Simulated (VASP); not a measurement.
Calculation: PW91 GGA, VASP's PBE PAW potentials (set 64) (plane waves; VASP).

Input for VASP

File KPOINTS:
```
Automatic mesh
0
Gamma
1 1 1
0 0 0
```

### INCAR
```
! general
SYSTEM  = I atom
PREC    = Normal
ENCUT   = 520   ! plane-wave cut-off (eV)
LREAL   = .FALSE.   ! projection in real space or not
LASPH   = .TRUE.
ISYM    = 0

! electronic loop
EDIFF   = 1E-6
NELM    = 200
ALGO    = All
LMAXMIX = 4   ! l cut-off of mixed one-centre charges

! smearing
ISMEAR  = 0   ! Gaussian
SIGMA   = 0.01

! functional
GGA     = 91   ! PW91

! spin
ISPIN   = 2
MAGMOM  = 1
NUPDOWN = 1

! output
LWAVE   = .FALSE.
LCHARG  = .FALSE.
LORBIT  = 10
```

**POSCAR**
```
I atom
1
   12.0000000000     0.0000000000     0.0000000000
    0.0000000000    12.5000000000     0.0000000000
    0.0000000000     0.0000000000    13.0000000000
I
1
Direct
  0.0000000000   0.0000000000   0.0000000000
```

POTCAR, in this order: I (PBE.64 set). Program: vasp_gam. Read from the step before: WAVECAR.

Output

OSZICAR:
```
       N       E                     dE             d eps       ncg     rms           ort
SDA:   1    -0.164510666420E+00   -0.16451E+00    0.00000E+00     8   0.437E-02   0.000E+00
CGA:   2    -0.165915481323E+00   -0.14048E-02   -0.14111E-02     8   0.195E-02  -0.496E-04
CGA:   3    -0.166110379729E+00   -0.19490E-03   -0.19225E-03     8   0.100E-02  -0.473E-05
CGA:   4    -0.166355557776E+00   -0.24518E-03   -0.24630E-03     8   0.326E-03  -0.214E-04
CGA:   5    -0.166463245098E+00   -0.10769E-03   -0.10912E-03     8   0.122E-03  -0.100E-04
CGA:   6    -0.166491260796E+00   -0.28016E-04   -0.28047E-04     8   0.848E-04  -0.199E-05
CGA:   7    -0.166498639540E+00   -0.73787E-05   -0.72946E-05     8   0.164E-04  -0.169E-06
CGA:   8    -0.166502710864E+00   -0.40713E-05   -0.40596E-05     8   0.337E-05   0.254E-06
CGA:   9    -0.166503618122E+00   -0.90726E-06   -0.88983E-06     8   0.179E-05   0.372E-06
   1 F= -.16650362E+00 E0= -.16264706E+00  d E =-.771311E-02  mag=     1.0000
```

File OUTCAR:
```
------------------------ aborting loop because EDIFF is reached ----------------------------------------
  FORCE on cell =-STRESS in cart. coord.  units (eV):
  Direction    XX          YY          ZZ          XY          YZ          ZX
  --------------------------------------------------------------------------------------
  Total        0.0026828     -0.0000770     -0.0024412      0.0000012     -0.0002245     -0.0001518
  in kB        0.0022042     -0.0000633     -0.0020058      0.0000010     -0.0001845     -0.0001247
  external PRESSURE =       0.0000451 kB  Pullay stress =       0.0000000 kB
  volume of cell :     1950.00
      direct lattice vectors                 reciprocal lattice vectors
    12.000000000  0.000000000  0.000000000     0.083333333  0.000000000  0.000000000
     0.000000000 12.500000000  0.000000000     0.000000000  0.080000000  0.000000000
     0.000000000  0.000000000 13.000000000     0.000000000  0.000000000  0.076923077
 POSITION                                       TOTAL-FORCE (eV/Angst)
 -----------------------------------------------------------------------------------
      0.00000      0.00000      0.00000         0.000000     -0.000000      0.000000
 -----------------------------------------------------------------------------------
    total drift:                                0.000000     -0.000000      0.000000
  FREE ENERGIE OF THE ION-ELECTRON SYSTEM (eV)
  ---------------------------------------------------
  free  energy   TOTEN  =        -0.1665036181 eV

  energy  without entropy=       -0.1587905048  energy(sigma->0) =       -0.16264706

 total charge

# of ion       s       p       d       tot
------------------------------------------
    1        1.533   2.643   0.000   4.176

 magnetization (x)

# of ion       s       p       d       tot
------------------------------------------
    1        0.010   0.553   0.000   0.563
```
(Selected blocks of OUTCAR.)

### OUTCAR
```
 val. band max:       -6.6410689951   @ k =   0.0000   0.0000   0.0000

 cond. band min:      -0.5189173845   @ k =   0.0000   0.0000   0.0000


 Fermi energy:        -7.1202021167

 spin component 1

 k-point     1 :       0.0000    0.0000    0.0000
  band No.  band energies     occupation
      1     -17.5026      1.00000
      2      -7.2166      1.00000
      3      -7.2164      1.00000
      4      -7.2153      1.00000
      5      -0.5189      0.00000
      6       0.6221      0.00000
      7       0.6932      0.00000
      8       0.7443      0.00000

 Fermi energy:        -6.6398770356

 spin component 2

 k-point     1 :       0.0000    0.0000    0.0000
  band No.  band energies     occupation
      1     -16.9367      1.00000
      2      -6.6415      0.66709
      3      -6.6413      0.66650
      4      -6.6411      0.66640
      5      -0.4209      0.00000
      6       0.6522      0.00000
      7       0.7535      0.00000
      8       0.8084      0.00000
```

The atom may not be in its lowest state. Unless said otherwise, spin-orbit coupling is left out, though it shifts the bands of the heavy elements here.

The cell is a free atom in a box.
